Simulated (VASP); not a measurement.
Consider the following.

```
CELL_PARAMETERS angstrom
      0.00000     2.93047     2.93047
      2.93047     0.00000     2.93047
      2.93047     2.93047     0.00000
ATOMIC_POSITIONS crystal
  Li 0.25000 0.25000 0.25000
  Li 0.75000 0.75000 0.75000
  Se 0.00000 0.00000 0.00000
```

These are PBE GGA with D3 dispersion (Becke-Johnson damping), VASP's PBE PAW potentials (set 64) (plane waves; VASP) values and carry that method's errors. Settings: 520 eV cut-off, Gaussian smearing of 0.050 eV, potentials Li_sv Se.

Give the energies of bands 4 to 9 at the high-symmetry points, in eV from the valence-band maximum.

```
band     Γ      X      U      L      W
----  ----  -----  -----  -----  -----
4     0.00  -2.45  -2.30  -3.15  -2.06
5     0.00  -1.59  -2.23  -0.58  -2.06
6     0.00  -1.59  -1.30  -0.58  -1.96
7     3.71   2.91   4.13   5.42   5.24
8     5.65   6.37   7.51   5.99   6.60
9     5.65  10.81   8.83   5.99   8.31
```

The gap is indirect, 2.91 eV, from the valence maximum at Γ to the conduction minimum at X.

The compound is Li2Se in the antifluorite structure. It was relaxed first, which changed the volume by -7 %.
